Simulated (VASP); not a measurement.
Data:

```yaml
crystal:
  lattice:
    - [4.69974, 0.00000, 0.00000]
    - [0.00000, 4.69974, 0.00000]
    - [0.00000, 0.00000, 3.01340]
  atoms:
    - { symbol: Ti, position: [0.00000, 0.00000, 0.00000] }
    - { symbol: Ti, position: [0.50000, 0.50000, 0.50000] }
    - { symbol: O, position: [0.30483, 0.30483, 0.00000] }
    - { symbol: O, position: [0.80483, 0.19517, 0.50000] }
    - { symbol: O, position: [0.19517, 0.80483, 0.50000] }
    - { symbol: O, position: [0.69517, 0.69517, 0.00000] }
```

Computed with vdW-DF2, VASP's PBE PAW potentials (set 64) (plane waves; VASP 6.6.1). Run with 520 eV cut-off, Gaussian smearing of 0.050 eV, potentials Ti_sv O.

### Question
Give the energies of bands 14 to 27 at the high-symmetry points, in eV from the valence-band maximum.

### Answer

```csv
band,Γ,X,M,Z,R,A
14,-4.90,-4.53,-5.08,-4.14,-4.61,-4.29
15,-4.46,-3.48,-3.59,-3.40,-3.71,-4.25
16,-3.53,-3.48,-3.59,-3.40,-3.71,-4.25
17,-3.53,-2.95,-2.62,-3.36,-3.06,-3.29
18,-2.39,-2.95,-2.62,-3.36,-3.06,-3.29
19,-2.39,-2.86,-1.98,-2.64,-2.25,-2.61
20,-1.86,-2.86,-1.98,-2.64,-2.25,-2.61
21,-0.69,-1.53,-1.25,-2.10,-1.88,-1.15
22,-0.43,-1.53,-1.25,-2.10,-1.88,-1.15
23,-0.43,-0.66,-1.03,-1.35,-0.93,-0.66
24,0.00,-0.66,-1.03,-1.35,-0.93,-0.66
25,1.70,2.28,1.74,2.65,1.75,2.34
26,1.97,2.28,1.74,2.65,1.75,2.34
27,2.17,2.70,2.27,2.86,2.87,2.89
```

The gap is direct, 1.70 eV, from the valence maximum at Γ to the conduction minimum at Γ.

The compound is TiO2 in the rutile structure. It was relaxed first, which changed the volume by +7 %.
